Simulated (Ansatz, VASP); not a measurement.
# Bi (Bismuth): VASP beside Ansatz

Wanted: the spread between two codes on one cell, functional and k mesh. The cell is taken from a series of runs on this material, whose earlier steps may have relaxed, scaled, displaced or heated it; both programs get it as it stands. Other levels of theory on this material are compared in a session of their own.

Main program and level: Ansatz 0.2.0; plane waves, with VASP 6.6.1 beside it; relaxation of cell and atoms at LDA.

## (1) Set-up

Symmetry: R-3m, No. 166, trigonal system. Conventional cell: a = 4.494 Å, b = 4.494 Å, c = 11.497 Å, α = 90.00°, β = 90.00°, γ = 120.00°. Bi has 6 Bi at 3.06 to 3.41 Å nearest.

## (2) VASP: relaxation of cell and atoms, LDA

The relaxed volume is the usual yardstick between codes: in a stiff, nearly cubic crystal its relative difference is about their pressure difference at one cell divided by the bulk modulus.

Lines of VASP's logs that name or quote its potential files are left out, and so is its time.

INCAR

```
SYSTEM = Bi
PREC = Accurate
ENCUT = 500
EDIFF = 1E-07
NELM = 120
ISMEAR = 1
SIGMA = 0.2
LREAL = .FALSE.
ALGO = Normal
GGA = CA
NBANDS = 21
LORBIT = 11
LWAVE = .FALSE.
LCHARG = .FALSE.
ISIF = 3
IBRION = 2
NSW = 80
EDIFFG = -0.005
LASPH = .TRUE.
GGA_COMPAT = .FALSE.
NELMIN = 4
KPAR = 2
```

POSCAR

```
Bi
1.0
    2.2472200000      1.2974330000      3.8322680000
   -2.2472200000      1.2974330000      3.8322680000
    0.0000000000     -2.5948660000      3.8322680000
Bi
2
Direct
    0.2371546040      0.2371546040      0.2371546040
    0.7628453090      0.7628453090      0.7628453090
```

KPOINTS

```
Automatic mesh
0
Gamma
12 12 12
0 0 0
```

Potentials, in the order of the species: Bi_d (LDA family, release 64).

Started as:

```
> mpirun -np 2 vasp_std
```

Numbers of over 12 decimals in the logs are rounded to 6 here.

The log of the run:

```text
[banner, memory and clock lines left out]
running    2 mpi-ranks, on    1 nodes
 distrk:  each k-point on    1 cores,    2 groups
 distr:  one band on    1 cores,    1 groups

 POSCAR found type information on POSCAR Bi
 POSCAR found :  1 types and       2 ions
 LDA part: xc-table for (Slater(with rela. corr.)+CA(PZ))
 , standard interpolation
 POSCAR, INCAR and KPOINTS ok, starting setup
 FFT: planning ... GRIDC
 FFT: planning ... GRID_SOFT
 FFT: planning ... GRID
 WAVECAR not read
 entering main loop
       N       E                     dE             d eps       ncg     rms          rms(c)
DAV:   1     0.300151826571E+03    0.30015E+03   -0.16124E+04  7953   0.170E+03
DAV:   2     0.158835390608E+02   -0.28427E+03   -0.27803E+03  8043   0.439E+02
DAV:   3    -0.827318156543E+01   -0.24157E+02   -0.23841E+02  9453   0.146E+02
DAV:   4    -0.910740508759E+01   -0.83422E+00   -0.83368E+00  9446   0.298E+01
DAV:   5    -0.914676973021E+01   -0.39365E-01   -0.39364E-01 11484   0.576E+00    0.107E+00
DAV:   6    -0.913184110233E+01    0.14929E-01   -0.19004E-02 10236   0.154E+00    0.616E-01
DAV:   7    -0.912503555779E+01    0.68055E-02   -0.12113E-02 10130   0.125E+00    0.105E-01
DAV:   8    -0.912495834744E+01    0.77210E-04   -0.12391E-03  9046   0.438E-01    0.169E-02
DAV:   9    -0.912496342323E+01   -0.50758E-05   -0.54711E-05 11912   0.613E-02    0.675E-03
DAV:  10    -0.912496332125E+01    0.10198E-06   -0.20818E-06  9753   0.100E-02    0.147E-03
DAV:  11    -0.912496336331E+01   -0.42064E-07   -0.13187E-07  6479   0.315E-03
   1 F= -.91249634E+01 E0= -.91255055E+01  d E =-.912496E+01
[...]
2 F= -.91249876E+01 E0= -.91255379E+01  d E =-.242078E-04
[...]
3 F= -.91250047E+01 E0= -.91255518E+01  d E =-.413855E-04
[...]
4 F= -.91250047E+01 E0= -.91255516E+01  d E =-.413253E-04
[...]
5 F= -.91250134E+01 E0= -.91255627E+01  d E =-.870553E-05
 ZBRENT: can't locate minimum, use default step
 trial-energy change:   -0.000009  1 .order   -0.000010   -0.000011   -0.000009
 step:   3.6657(harm=  4.7698)  dis= 0.00197  next Energy=    -9.125033 (dE=-0.282E-04)
 bond charge predicted
       N       E                     dE             d eps       ncg     rms          rms(c)
DAV:   1    -0.912514645102E+01   -0.13310E-03   -0.35656E-02 11566   0.146E+00    0.665E-02
DAV:   2    -0.912504433875E+01    0.10211E-03   -0.67640E-04  9956   0.309E-01    0.265E-02
DAV:   3    -0.912502105548E+01    0.23283E-04   -0.13943E-04 11037   0.157E-01    0.392E-03
DAV:   4    -0.912502145762E+01   -0.40214E-06   -0.46609E-06  8643   0.199E-02    0.214E-03
DAV:   5    -0.912502161329E+01   -0.15567E-06   -0.52436E-07  7709   0.628E-03    0.632E-04
DAV:   6    -0.912502161667E+01   -0.33806E-08   -0.12755E-07  4614   0.468E-03
   6 F= -.91250216E+01 E0= -.91255783E+01  d E =-.169281E-04
 curvature:  -2.37 expect dE=-0.694E-05 dE for cont linesearch -0.170E-05
 trial: gam= 0.00000 g(F)=  0.669E-06 g(S)=  0.226E-05 ort =-0.303E-05 (trialstep = 0.147E+01)
 search vector abs. value=  0.292E-05
 reached required accuracy - stopping structural energy minimisation
```

From OUTCAR (step 2):

```text
ion  position               nearest neighbor table
   1  0.237  0.237  0.237-   2 3.06   2 3.06   2 3.06   2 3.41   2 3.41   2 3.41
   2  0.763  0.763  0.763-   1 3.06   1 3.06   1 3.06   1 3.41   1 3.41   1 3.41

  LATTYP: Found a trigonal (rhomboedric) cell.
 ALAT       =     4.6281322520
 COS(alpha) =     0.5284696438

 Subroutine GETGRP returns: Found 12 space group operations
 (whereof 12 operations were pure point group operations)

The static configuration has the point symmetry D_3d.

 Found    189 irreducible k-points:

   k-points           NKPTS =    189   k-points in BZ     NKDIM =    189   number of bands    NBANDS=     21

   dimension x,y,z NGX =    36 NGY =   36 NGZ =   36
   dimension x,y,z NGXF=    72 NGYF=   72 NGZF=   72

   ENCUT  =  500.0 eV  36.75 Ry    6.06 a.u.   8.44  8.44  8.44*2*pi/ulx,y,z

   NELECT =      30.0000    total number of electrons

 k-points in reciprocal lattice and weights: Automatic mesh
   0.00000000  0.00000000  0.00000000       0.001
   0.08333333 -0.00000000 -0.00000000       0.003
   0.16666667  0.00000000 -0.00000000       0.003
   0.25000000  0.00000000  0.00000000       0.003
   0.33333333  0.00000000 -0.00000000       0.003
   0.41666667  0.00000000  0.00000000       0.003
   0.50000000  0.00000000  0.00000000       0.002
   0.08333333  0.08333333 -0.00000000       0.003
   0.16666667  0.08333333 -0.00000000       0.007
[...]
-0.41666667  0.50000000  0.41666667       0.003
   0.50000000  0.50000000  0.50000000       0.001

 average (electrostatic) potential at core
       1-104.2114       2-104.2114

 E-fermi :   6.6385

 k-point     1 :       0.0000    0.0000    0.0000
  band No.  band energies     occupation
    ...
     11      -6.7309      2.00000
     12      -0.6792      2.00000
     13       5.0899      2.00000
     14       5.3238      2.00000
     15       5.3238      2.00000
     16       9.4319     -0.00000
     17       9.7220     -0.00000
     18       9.7220     -0.00000
     19      12.1810      0.00000
     20      12.3334      0.00000
    ...

 k-point     2 :       0.0833   -0.0000   -0.0000
  band No.  band energies     occupation
    ...
     11      -6.6623      2.00000
     12      -0.8568      2.00000
     13       5.1251      2.00000
     14       5.3290      2.00000
     15       5.3522      2.00000
     16       9.2623     -0.00000
     17       9.3839     -0.00000
     18       9.5214     -0.00000
     19      11.8640      0.00000
     20      12.1742      0.00000
    ...

 k-point     3 :       0.1667    0.0000   -0.0000
  band No.  band energies     occupation
    ...
     11      -6.4579      2.00000
     12      -1.3400      2.00000
     13       5.1954      2.00000
     14       5.3502      2.00000
     15       5.4454      2.00000
     16       8.5899     -0.00000
     17       8.9106     -0.00000
     18       9.0285     -0.00000
     19      11.6369      0.00000
     20      12.3625      0.00000
    ...

  Total        0.0059388      0.0059388     -0.0047952      0.0000000     -0.0000000      0.0000000
  in kB        0.1418277      0.1418277     -0.1145179      0.0000000     -0.0000000      0.0000000
  external PRESSURE =       0.0563792 kB  Pullay stress =       0.0000000 kB

  energy-cutoff  :      500.00
  volume of cell :       67.09
      direct lattice vectors                 reciprocal lattice vectors
     2.247929890  1.297842855  3.832561753     0.222426866  0.128418218  0.086974028
    -2.247929890  1.297842855  3.832561753    -0.222426866  0.128418218  0.086974028
     0.000000000 -2.595685711  3.832561753     0.000000000 -0.256836436  0.086974028

 POSITION                                       TOTAL-FORCE (eV/Angst)
 -----------------------------------------------------------------------------------
      0.00000      0.00000      2.72924        -0.000000      0.000000     -0.002632
      0.00000      0.00000      8.76844         0.000000      0.000000      0.002632
 -----------------------------------------------------------------------------------
    total drift:                               -0.000000     -0.000000      0.000982

  FREE ENERGIE OF THE ION-ELECTRON SYSTEM (eV)
  ---------------------------------------------------
  free  energy   TOTEN  =        -9.1250216167 eV

  energy  without entropy=       -9.1266915986  energy(sigma->0) =       -9.12557828

 reached required accuracy - stopping structural energy minimisation

 total charge
# of ion       s       p       d       tot
------------------------------------------
    1        1.533   1.380   9.914  12.827
    2        1.533   1.380   9.914  12.827
--------------------------------------------------
tot          3.066   2.759  19.829  25.654

[... 3 further parts left out ...]
```

CONTCAR:

```
Bi
   1.00000000000000
     2.2479298904795093    1.2978428553913754    3.8325617530140450
    -2.2479298904795093    1.2978428553913754    3.8325617530140450
     0.0000000000000000   -2.5956857107827509    3.8325617530140450
  Bi
     2
Direct
     0.2373732750382999    0.2373732750382999    0.2373732750382999
     0.7626266379616965    0.7626266379616965    0.7626266379616965
```

## (3) Ansatz: relaxation of cell and atoms, LDA

Ansatz runs on its PAW soft_1 files.

The same cell, functional (in two slightly different forms), mesh and smearing now go to Ansatz, which takes its cutoff from its data sets.

input.yaml

```yaml
crystal:
  lattice:
    - [2.247219754, 1.2974329299, 3.8322675002]
    - [-2.247219754, 1.2974329299, 3.8322675002]
    - [0.0, -2.5948658598, 3.8322675002]
  atoms:
    - { symbol: Bi, position: [0.2371545987, 0.2371545987, 0.2371545987] }
    - { symbol: Bi, position: [0.7628454013, 0.7628454013, 0.7628454013] }
kpoints:
  mp_grid: { grid: [12, 12, 12] }
hamiltonian:
  xc: lda
  pseudopotentials: { kind: paw, azcp: { folder: soft_1 }, xc_functional: pbe }
scf:
  occupations: { method: methfessel_paxton, width: 0.2 }
output:
  forces: true
  stress: true
  eigenvalues: true
relax:
  adjacent_minimum: "off"
  f_tol: 0.001
  max_steps: 60
  cell: { stress_tol: 0.01 }
```

Started as:

```
> ansatz run input.yaml --threads 4 --pin off --max-ram 10240MiB --backend cpu --events-out ev --progress --plain --runs-dir out
```

The log of the run:

```text
Engine: ansatz 0.2.0, aarch64-unknown-linux-gnu
Pseudopotentials: kind: paw
Pseudopotential: Bi, paw, valence charge 15, recommended cutoff 420 eV (normal), soft_1/Bi.paw.azcp
Functional definition: SPW92
  exchange = slater_x
  correlation = pw_c
Crystal: 2 atoms, lattice volume = 67.041 Å³
Basis set: ecut = 420 eV, 1291 PW (Γ)
Bands: 19, of which v1, the nominal top of the filled ones, is band 15 counted from 1 (14 counted from 0)
Symmetry: 12 space group operations
Space group: R-3m (ITA 166), of the structure as read, at distance tolerance 4.1e-5 Å
k-points: 189 of 1728
Non-local potential: Bi, projectors of the file, l = 0: 2, l = 1: 2, l = 2: 2, l = 3: 1
PAW form: soft (Blöchl's): semilocal exchange-correlation on the pseudo side does not see the compensation charge
PAW frozen core: Bi, regenerated for the run's functional, and the local potential with it (the file was generated under x = pbe(κ = 0.804, μ = 0.219515), c = pbe(β = 0.066725))
PAW one-centre angular grid: Bi, 590 points (default); XC on 64 Gauss nodes
Initial density: superposition of atomic densities (chi_scale 0.1, normalization cell)
Initial wavefunctions: pseudopotential atomic-orbital guess
Functional: x = slater, c = lda
SCF iter   1: F=—  HF=-24175.709790 eV  |F-HF|=—  |Δ(HF+E_count)|=         —  Δρ=1.16e-2  dr2=7.78e-2  ethr=3.10e-3  ⟨swp⟩=5.5  Hψ=17350  notcnv=0
preconditioner: auto → Kerker (q_TF=auto, 2.386 Å⁻¹)  [metal: Δε(μ)=0.056 eV  Ē_g=20.307 eV  σ=0.200 eV  W_gap=0.23  n_scr=14 (ndim 8)  ℏωp=24.8 eV  f_vac=0.000  D(μ)=0.21/eV (n_scr^D=0)]
SCF iter   2: F=—  HF=-24175.693447 eV  |F-HF|=—  |Δ(HF+E_count)|=   1.63e-2  S|Δr|=    0.00e0  Δρ=7.27e-3  dr2=3.26e-2  ethr=2.59e-4  ⟨swp⟩=1.0  Hψ=5103  notcnv=0
SCF iter   3: F=—  HF=-24175.686253 eV  |F-HF|=—  |Δ(HF+E_count)|=   7.19e-3  S|Δr|=    0.00e0  Δρ=1.04e-3  dr2=1.22e-3  ethr=1.09e-4  ⟨swp⟩=2.1  Hψ=6434  notcnv=0
SCF iter   4: F=—  HF=-24175.686084 eV  |F-HF|=—  |Δ(HF+E_count)|=   1.69e-4  S|Δr|=    0.00e0  Δρ=3.33e-4  dr2=1.19e-4  ethr=4.06e-6  ⟨swp⟩=3.0  Hψ=6518  notcnv=0
SCF iter   5: F=—  HF=-24175.686084 eV  |F-HF|=—  |Δ(HF+E_count)|=   2.37e-7  S|Δr|=    0.00e0  Δρ=1.47e-4  dr2=1.78e-5  ethr=3.98e-7  ⟨swp⟩=2.0  Hψ=6274  notcnv=0
SCF iter   6: F=—  HF=-24175.686072 eV  |F-HF|=—  |Δ(HF+E_count)|=   1.15e-5  S|Δr|=    0.00e0  Δρ=2.04e-5  dr2=3.91e-7  ethr=5.94e-8  ⟨swp⟩=2.0  Hψ=6428  notcnv=0
SCF iter   7: F=-24175.686072 eV  HF=-24175.686072 eV  |F-HF|=8.62e-9  |Δ(HF+E_count)|=   2.81e-8  S|Δr|=    0.00e0  Δρ=4.87e-6  dr2=2.62e-8  ethr=3.33e-10  ⟨swp⟩=5.9  Hψ=17412  notcnv=0
SCF 1 converged in 7 iterations: F = -24175.686072 eV  dr2 = 2.62e-8
  greatest PAW one-centre occupation: 0.988 electrons in one spin orbital (limit 2), on the Bi atom at site 1 (counted from 0), in its partial waves of l = 2
relax step   1: F+E_penalty+E_count = -24175.68607232 eV  Δ(F+E_penalty+E_count) = +0.000e0 eV  max|allowed force component| = 1.527e-3 eV/Å  Δτ_max = 0.0000 Å  P = +0.005 GPa  Ω = 67.041 Å³  (7 SCF iters, dr2 threshold 1.00e-7 eV, accepted)
[...]
relax step   2: F+E_penalty+E_count = -24175.68607271 eV  Δ(F+E_penalty+E_count) = -3.894e-7 eV  max|allowed force component| = 1.849e-3 eV/Å  Δτ_max = 0.0003 Å  P = -0.005 GPa  Ω = 67.049 Å³  energy of the carried Pulay correction = -6.787e-7 eV  (4 SCF iters, dr2 threshold 7.64e-10 eV, accepted)
[...]
relax step   3: F+E_penalty+E_count = -24175.68607343 eV  Δ(F+E_penalty+E_count) = -7.178e-7 eV  max|allowed force component| = 5.954e-4 eV/Å  Δτ_max = 0.0001 Å  P = +0.001 GPa  Ω = 67.045 Å³  energy of the carried Pulay correction = -3.348e-7 eV  (4 SCF iters, dr2 threshold 2.14e-10 eV, accepted)
[...]
relax step   4: F+E_penalty+E_count = -24175.68607345 eV  Δ(F+E_penalty+E_count) = -2.010e-8 eV  max|allowed force component| = 1.709e-4 eV/Å  Δτ_max = 0.0001 Å  P = +0.001 GPa  Ω = 67.046 Å³  energy of the carried Pulay correction = -4.114e-7 eV  (6 SCF iters, accepted)
[...]
relax step   5: F+E_penalty+E_count = -24175.68607379 eV  Δ(F+E_penalty+E_count) = -3.384e-7 eV  max|allowed force component| = 1.711e-4 eV/Å  Δτ_max = 0.0000 Å  P = +0.001 GPa  Ω = 67.046 Å³  stress off target by 2.76e-3 GPa  SCF on the basis re-selected at this cell (its energy is not comparable with the rows above)  (4 SCF iters)
basis re-selected at this cell: Δ(F+E_penalty+E_count) = -3.384e-7 eV, ΔP = -0.000 GPa vs the last step (what re-selecting the basis moved, of the pressure what is left beyond the Pulay correction that the steps carried, after the strain that the cell walked since its last selection, with what the two solves' SCF thresholds leave and, on support functions, any second-order correction that the steps lacked; it is no m [...]
SCF converged after 4 iterations
Stability not checked: this state was not tested for a lower state beside it, because cold or Methfessel-Paxton smearing, or corrected tetrahedra, fill the levels in a way that the test cannot read (fill_not_monotonic; see scf.lower_state_search)
Free energy (F): -24175.686074 eV
Harris-Foulkes:  -24175.686074 eV  (|F-HF|=1.46e-11)
Internal energy: -24175.687661 eV  (E = F + TS)
E sigma→0 (E₀):  -24175.686471 eV
Entropy (-TS):   0.001587 eV (0.794 meV/atom)
Fermi energy:    10.113420 eV
--- Per-component energies (eV) ---
  E_band       = -205.781700
  E_kinetic    = 511.270757
  E_local      = -2644.371672  (includes V_loc(G=0)·N_el)
  E_nonlocal   = 825.191070
  E_hartree    = 980.998401
  E_xc         = -301.835674
  E_vxc        = -263.600254  (∫ρ·V_xc dr)
  E_paw        = -20705.234644  (= ΣΔE_a)
  E_vpaw       = -596.268830  (= ΣTr[D̂ρ^β])
  E_aug_tail   = 0.000447  (compensation charges beyond the density's cutoff)
  E_ewald      = -2841.696704
  E_core_change = -0.009642  (= ΣΔE_core)
  E_smearing   = 0.001587  (= −TS)
  E_closure    = 0.000000  (closes the sum)
  Σ components = -24175.686074   (vs F -24175.686074, Δ=0.00e0)
--- Forces (eV/Å), atoms counted from 1 ---
  atom   1  Bi     0.00000000    -0.00000000    -0.00017107
  atom   2  Bi    -0.00000000     0.00000000     0.00017107
  max |Σ_I F_I| component: 9.25e-18 eV/Å
--- Stress (GPa, compression-positive) ---
        0.000832       0.000000      -0.000000
        0.000000       0.000832       0.000000
       -0.000000       0.000000       0.002757
  P = ⅓ Tr σ = 0.0015 GPa (0.015 kbar)
--- Band table (eV; the first three rows and the last of 189) ---
  k-point 0: bands = [... 11 lower, 2.7075, 8.5774, 8.8117, 8.8117, 12.9115, 13.2081, 13.2081, 15.6905]
  k-point 1: bands = [... 11 lower, 2.5333, 8.6125, 8.8166, 8.8369, 12.7424, 12.8672, 13.0094, 15.3711]
  k-point 2: bands = [... 11 lower, 2.0580, 8.6820, 8.8366, 8.9232, 12.0644, 12.3990, 12.5201, 15.1407]
  k-point 188: bands = [... 11 lower, -0.1895, 9.2714, 9.5648, 9.5648, 10.5909, 10.5909, 10.6806, 17.5001]
--- Relaxed structure (4 steps of the walk, 4 accepted, 1 SCFs on fresh bases) ---
  F+E_penalty+E_count = -24175.68607379 eV   max|allowed force component| = 1.711e-4 eV/Å   (the final SCF, on the basis selected at the relaxed cell)
  cell:  # Å, volume = 67.0458 Å³
    - [2.246929, 1.297265, 3.833557]
    - [-2.246929, 1.297265, 3.833557]
    - [0, -2.594530, 3.833557]
  atoms:
    - { symbol: Bi, position: [0.237162, 0.237162, 0.237162] }
    - { symbol: Bi, position: [0.762838, 0.762838, 0.762838] }
```

Reading the cycles: dr2 is the Hartree energy of the density residual (eV), the measure of convergence; HF is the Harris–Foulkes estimate of the energy, which meets the free energy F at convergence.

## (4) Side by side

Known differences besides the potentials themselves: the two LDA forms differ slightly; the cutoff is 420 eV in Ansatz and 500 eV in VASP; VASP's log shows a relativistic correction to its local exchange, Ansatz's none; Ansatz adds a Pulay correction to the stress that steers its cell, VASP none. Total energies have different zeros and are not compared.

Compared:

```
                                         quantity  Ansatz   VASP  difference
                                      volume (Å³)   67.05  67.09     -0.06 %
edge a after relaxation, in the typed setting (Å)   4.629  4.629     +0.00 %
```

## (5) What came out

* difference in volume (relaxation of cell and atoms, LDA): -0.063 %

In words: The difference in volume is -0.063 % (relaxation of cell and atoms, LDA), within the 1.2 % picked in this series as the mark of a large difference, as far as the stopping tolerances let one tell. 14 further runs of this series are not shown here. How closely two codes agree says nothing of how well the functional describes the real material.

[Lines on the potential files, build, host, timing and source positions are cut from VASP's logs without a mark.]

[Logs are printed without paths, hosts, clocks, repeated set-up lines and the standing remarks that a program may print on its own settings, such as how far it seeks lower states.]

[Hosts, paths, dates, database ids (printed as entryN), source tags and the programs' standing remarks are cut or masked in the printed files.]
